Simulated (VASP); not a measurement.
BeZn2Se3:

```xyz
6
Lattice="5.9403 0.0000 0.0000 -2.9702 5.1445 0.0000 0.0000 0.0000 3.9122" Properties=species:S:1:pos:R:3 pbc="T T T"
Be    0.0000    0.0000    0.0000
Zn    2.9702    1.7148    0.0000
Zn    0.0000    3.4296    0.0000
Se   -1.4851    2.5722    1.9561
Se    1.4851    2.5722    1.9561
Se    2.9702    0.0000    1.9561
```

The cell was built by a generator and needn't be a form met in nature.

* Program: VASP 6.6.1
* Task: relaxation of cell and atoms
* Functional: PBE
* Potentials or basis: VASP PAW PBE potentials, release 64 (Be, Zn, Se)
* Cutoff: 520 eV
* k mesh: 3 × 3 × 4
* Occupations: gaussian, width 0.15 eV
* Spin: no spin polarisation

At the start: pressure 6.9 GPa; volume 19.93 Å³/atom.

Q: Where does the relaxation end?

A: Over 9 steps the energy falls by 89.3 meV/atom and the volume is 22.57 Å³/atom (+13.2 %); space group P6/mmm (No. 191, to 0.05 Å).

Step by step:
| step | energy change (eV) | largest force (eV/Å) | pressure (GPa) | volume (Å³) |
| --- | --- | --- | --- | --- |
| 1 | 0.0000 | 0.0000 | 6.95 | 119.56 |
| 2 | -0.3957 | 0.0000 | 0.23 | 135.08 |
| 3 | -0.3478 | 0.0000 | -3.09 | 144.28 |
| 4 | -0.3977 | 0.0000 | -1.21 | 138.17 |
| 5 | -0.5008 | 0.0000 | -0.98 | 138.37 |
| 6 | -0.5301 | 0.0000 | -1.24 | 138.39 |
| 7 | -0.5317 | 0.0000 | -0.56 | 138.38 |
| 8 | -0.5320 | 0.0000 | -0.84 | 138.38 |
| 9 | -0.5357 | 0.0000 | 0.30 | 135.39 |

Final structure:
```cif
data_structure
_symmetry_space_group_name_H-M 'P 1'
_symmetry_Int_Tables_number 1
_cell_length_a 6.4587
_cell_length_b 6.4587
_cell_length_c 3.7479
_cell_angle_alpha 90.000
_cell_angle_beta 90.000
_cell_angle_gamma 120.000
_cell_volume 135.39
loop_
_atom_site_label
_atom_site_type_symbol
_atom_site_fract_x
_atom_site_fract_y
_atom_site_fract_z
_atom_site_occupancy
Be1 Be 0.00000 0.00000 0.00000 1
Zn1 Zn 0.66667 0.33333 0.00000 1
Zn2 Zn 0.33333 0.66667 0.00000 1
Se1 Se 0.00000 0.50000 0.50000 1
Se2 Se 0.50000 0.50000 0.50000 1
Se3 Se 0.50000 0.00000 0.50000 1
```

Caveat: the k mesh is coarse (spacing up to 0.41 Å⁻¹), so the values aren't converged.
